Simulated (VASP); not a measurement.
Method: LDA (Ceperley-Alder, Perdew-Zunger), VASP's LDA PAW potentials (set 64) (plane waves; VASP).

VASP ran on this input.

**INCAR**
```
ALGO=Normal
EDIFF=1E-6
EDIFFG=-0.02
ENCUT=500
IBRION=2
ISIF=3
ISMEAR=1
ISPIN=2
LASPH=.TRUE.
LCHARG=.FALSE.
LMAXMIX=4
LORBIT=10
LREAL=.FALSE.
LWAVE=.FALSE.
MAGMOM=1.5 1.5
NELM=100
NSW=40
PREC=Accurate
PSTRESS=300
SIGMA=0.1
SYSTEM=Co
```

**KPOINTS**
```
Automatic mesh
0
Gamma
18 18 10
0 0 0
```

### POSCAR
```
Co
1
    1.1758809461    -2.0366857719     0.0000000000
    1.1758809461     2.0366857719    -0.0000000000
   -0.0000000000     0.0000000000     3.7917353928
Co
2
Direct
  0.3333330000   0.6666670000   0.2500000000
  0.6666670000   0.3333330000   0.7500000000
```

POTCAR, in this order: Co (LDA.64 set). Program: vasp_std.

The run wrote:

**OSZICAR**
```
       N       E                     dE             d eps       ncg     rms          rms(c)
DAV:   1     0.764576037974E+02    0.76458E+02   -0.81270E+03 13831   0.163E+03
DAV:   2    -0.161171845117E+02   -0.92575E+02   -0.85474E+02 13355   0.259E+02
DAV:   3    -0.183761040206E+02   -0.22589E+01   -0.21935E+01 15952   0.566E+01
DAV:   4    -0.184126706904E+02   -0.36567E-01   -0.36558E-01 19137   0.559E+00
DAV:   5    -0.184130432049E+02   -0.37251E-03   -0.37251E-03 16407   0.531E-01    0.186E+01
DAV:   6    -0.163797185767E+02    0.20333E+01   -0.10468E+01 14769   0.712E+01    0.541E+00
DAV:   7    -0.161368422345E+02    0.24288E+00   -0.11610E+00 16015   0.224E+01    0.372E+00
DAV:   8    -0.160978029284E+02    0.39039E-01   -0.14408E-02 22023   0.186E+00    0.210E+00
DAV:   9    -0.160889068583E+02    0.88961E-02   -0.27273E-03 20393   0.860E-01    0.792E-01
DAV:  10    -0.160915280561E+02   -0.26212E-02   -0.15354E-03 18105   0.691E-01    0.490E-01
DAV:  11    -0.160927177301E+02   -0.11897E-02   -0.49617E-03 16254   0.131E+00    0.347E-01
DAV:  12    -0.160932751053E+02   -0.55738E-03   -0.15673E-03 16078   0.800E-01    0.189E-01
DAV:  13    -0.160933404733E+02   -0.65368E-04   -0.62117E-05 17065   0.164E-01    0.608E-02
DAV:  14    -0.160933705821E+02   -0.30109E-04   -0.40363E-05 15763   0.119E-01    0.110E-02
DAV:  15    -0.160933718861E+02   -0.13039E-05   -0.16073E-06 10564   0.205E-02    0.377E-03
DAV:  16    -0.160933718708E+02    0.15269E-07   -0.34174E-07  7332   0.947E-03
   1 F= -.12692689E+02 E0= -.12693014E+02  d E =-.126927E+02  mag=     2.6330
```

### OUTCAR
```
------------------------ aborting loop because EDIFF is reached ----------------------------------------
  FORCE on cell =-STRESS in cart. coord.  units (eV):
  Direction    XX          YY          ZZ          XY          YZ          ZX
  --------------------------------------------------------------------------------------
  Total        3.3946794      3.3946802      3.3907727      0.0000000      0.0000000      0.0000000
  in kB      299.4704309    299.4704984    299.1257921      0.0000000      0.0000000      0.0000000
  external PRESSURE =      -0.6444262 kB  Pullay stress =     300.0000000 kB
  volume of cell :       18.16
      direct lattice vectors                 reciprocal lattice vectors
     1.175880946 -2.036685772  0.000000000     0.425213115 -0.245496879  0.000000000
     1.175880946  2.036685772  0.000000000     0.425213115  0.245496879  0.000000000
     0.000000000  0.000000000  3.791735393     0.000000000  0.000000000  0.263731483
 POSITION                                       TOTAL-FORCE (eV/Angst)
 -----------------------------------------------------------------------------------
      1.17588      0.67890      0.94793         0.000000     -0.000000      0.000000
      1.17588     -0.67890      2.84380        -0.000000      0.000000      0.000000
 -----------------------------------------------------------------------------------
    total drift:                               -0.000000     -0.000017     -0.000032
  FREE ENERGIE OF THE ION-ELECTRON SYSTEM (eV)
  ---------------------------------------------------
  free  energy   TOTEN  =       -16.0933718708 eV

  energy  without entropy=      -16.0943465635  energy(sigma->0) =      -16.09369677
  enthalpy is  TOTEN    =       -12.6926894769 eV   P V=        3.4006823939

 total charge

# of ion       s       p       d       tot
------------------------------------------
    1        0.571   0.692   7.427   8.690
    2        0.571   0.692   7.427   8.690
--------------------------------------------------
tot          1.141   1.384  14.855  17.380

 magnetization (x)

# of ion       s       p       d       tot
------------------------------------------
    1       -0.013  -0.037   1.348   1.299
    2       -0.013  -0.037   1.348   1.299
--------------------------------------------------
tot         -0.025  -0.074   2.697   2.597

 reached required accuracy - stopping structural energy minimisation
```
(Selected blocks of OUTCAR.)

The compound is Co in the hcp structure. It was relaxed first under an external pressure of 30 GPa.
